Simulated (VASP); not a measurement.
Consider the following.

```yaml
crystal:
  lattice:
    - [3.20522, 0.00000, 0.00000]
    - [-1.60261, 2.77580, 0.00000]
    - [0.00000, 0.00000, 3.17355]
  atoms:
    - { symbol: Mo, position: [0.00000, 0.00000, 0.00000] }
    - { symbol: P, position: [0.66667, 0.33333, 0.50000] }
```

Method: PBEsol GGA, VASP's PBE PAW potentials (set 64) (plane waves; VASP 6.6.1). Numerical set-up: 400 eV cut-off, Gaussian smearing of 0.050 eV, potentials Mo_sv P.

Predict the band gap (along the path) with the smallest direct gap where there is one.

| Item | Value |
|---|---|
| band gap (along the path) | none (metal, semimetal or under 0.01 eV) |

The absolute energy has meaning only against runs of the same code, potentials and settings.

The structure was generated: MoP was put into the WC type (P-6m2), which need not be its known phase. It was relaxed first, which changed the volume by -9 %. The electron count is odd and the run is not spin-polarised, which forces a metal.
